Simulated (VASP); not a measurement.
An input for Ansatz (written as the equivalent of a VASP run, and not itself run):

Ansatz 0.2 input:
```yaml
crystal:
  lattice:
    - [3.1514180, 0.0000000, 0.0000000]
    - [-1.5757090, 2.7292080, 0.0000000]
    - [0.0000000, 0.0000000, 10.3169340]
  atoms:
    - { symbol: Al, position: [0.0000000, 0.0000000, 0.0000000] }
    - { symbol: Al, position: [0.0000000, 0.0000000, 0.5000000] }
    - { symbol: Al, position: [0.6666670, 0.3333330, 0.7501800] }
    - { symbol: Al, position: [0.3333330, 0.6666670, 0.2501800] }
    - { symbol: N, position: [0.0000000, 0.0000000, 0.8121600] }
    - { symbol: N, position: [0.0000000, 0.0000000, 0.3121600] }
    - { symbol: N, position: [0.6666670, 0.3333330, 0.5632900] }
    - { symbol: N, position: [0.3333330, 0.6666670, 0.0632900] }
kpoints:
  mp_grid: { grid: [1, 1, 1] }
hamiltonian:
  xc: pbe
  pseudopotentials: { kind: paw }
scf:
  occupations: { method: fermi_dirac, width: 0.136 }
  max_iter: 100
output: { forces: true, stress: true, eigenvalues: true }
```

Translate this input to VASP (INCAR, KPOINTS, POSCAR, choice of POTCAR).

Several could match; the one computed here: 
### INCAR
```
# general
SYSTEM=AlN
PREC  =Accurate
ENCUT =400   # plane-wave cut-off (eV)
LREAL =.False.   # projection in real space or not
LASPH =.True.   # aspherical one-centre terms

# electronic loop
EDIFF =1E-6
NELM  =100   # most electronic steps
ALGO  =Normal   # blocked Davidson

# smearing
ISMEAR=-1   # Fermi-Dirac
SIGMA =0.136

# functional
GGA   =PE   # PBE

# ions
ISIF  =2

# output
LWAVE =.False.
LCHARG=.False.
```

KPOINTS:
```
Automatic mesh
0
Gamma
1 1 1
0 0 0
```

**POSCAR**
```
AlN
3.1514180
  1.0000000000   0.0000000000   0.0000000000
 -0.5000000000   0.8660253892   0.0000000000
  0.0000000000   0.0000000000   3.2737434387
Al N
4 4
Cartesian
  0.0000000000   0.0000000000   0.0000000000
  0.0000000000   0.0000000000   1.6368717193
  0.5000005000   0.2886748411   2.4558968528
 -0.0000005000   0.5773505481   0.8190251335
  0.0000000000   0.0000000000   2.6588034711
  0.0000000000   0.0000000000   1.0219317518
  0.5000005000   0.2886748411   1.8440669416
 -0.0000005000   0.5773505481   0.2071952222
```

POTCAR, in this order: Al N (PBE.64 set). Program: vasp_std.

What does not carry over: each code has its own PAW files, so the cut-off isn't converted (ENCUT is set for VASP's; basis.ecutwfc is left out, and Ansatz then takes the one that its files recommend); Ansatz stops its SCF on the density residual and VASP on the energy change (EDIFF).

The structure was generated: AlN was put into an ordered model structure, which need not be its known phase. The cell was not relaxed at this level. The k-mesh is coarse (spacing up to 2.30 per Å, 2π included), so the numbers may not be converged in it. The run is one of a series of settings (KPOINTS 1×1×1 Γ-centred mesh against the base run), some of them coarse on purpose.
